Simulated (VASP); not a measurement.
The input files of a VASP run:

File POSCAR:
```
AgBr
1
    0.0000000000     2.7322838788     2.7322838788
    2.7322838788     0.0000000000     2.7322838788
    2.7322838788     2.7322838788     0.0000000000
Ag Br
1 1
Direct
  0.0000000000   0.0000000000   0.0000000000
  0.5000000000   0.5000000000   0.5000000000
```

### KPOINTS
```
Automatic mesh
0
Gamma
 8 8 8
0 0 0
```

**INCAR**
```
# general
SYSTEM   =  AgBr
PREC     =  Accurate
ENCUT    =  500
LREAL    =  .FALSE.
LASPH    =  .TRUE.

# electronic loop
EDIFF    =  1E-6
NELM     =  100
ALGO     =  Normal
LMAXMIX  =  4

# smearing
ISMEAR   =  0
SIGMA    =  0.05

# ions
IBRION   =  2
NSW      =  40
ISIF     =  3
EDIFFG   =  -0.02
PSTRESS  =  100

# output
LWAVE    =  .FALSE.
LCHARG   =  .FALSE.
```

POTCAR, in this order: Ag Br (LDA.64 set). Program: vasp_std.

Write an equivalent input for Quantum ESPRESSO's pw.x.

One equivalent input (not run):
```
&CONTROL
  calculation = 'vc-relax'
  pseudo_dir = './pseudo'
  outdir = './out'
  tprnfor = .true.
  tstress = .true.
  nstep = 40
  forc_conv_thr = 0.00078
/
&SYSTEM
  ibrav = 0
  nat = 2
  ntyp = 2
  ecutwfc = 86
  occupations = 'smearing'
  smearing = 'gaussian'
  degauss = 0.003675
  input_dft = 'pz'
/
&ELECTRONS
  conv_thr = 7.3e-08
  electron_maxstep = 100
/
&IONS
/
&CELL
  press = 100
/
ATOMIC_SPECIES
  Ag 107.868 Ag.upf
  Br 79.904 Br.upf
CELL_PARAMETERS angstrom
     0.0000000    2.7322839    2.7322839
     2.7322839    0.0000000    2.7322839
     2.7322839    2.7322839    0.0000000
ATOMIC_POSITIONS crystal
  Ag   0.0000000  0.0000000  0.0000000
  Br   0.5000000  0.5000000  0.5000000
K_POINTS automatic
  8 8 8 0 0 0
```
The two are equivalent in intent, not identical: the potentials are each code's own (VASP's PAW set, PseudoDojo norm-conserving files in pw.x), so ENCUT and ecutwfc are chosen apart and not converted; conv_thr bounds pw.x's estimated SCF error, while EDIFF bounds the energy change between steps; forc_conv_thr acts on force components and is met together with etot_conv_thr.

The compound is AgBr in the rock salt structure. This run relaxes it under an external pressure of 10 GPa. Symmetry was kept, so distortions that lower it aren't found.
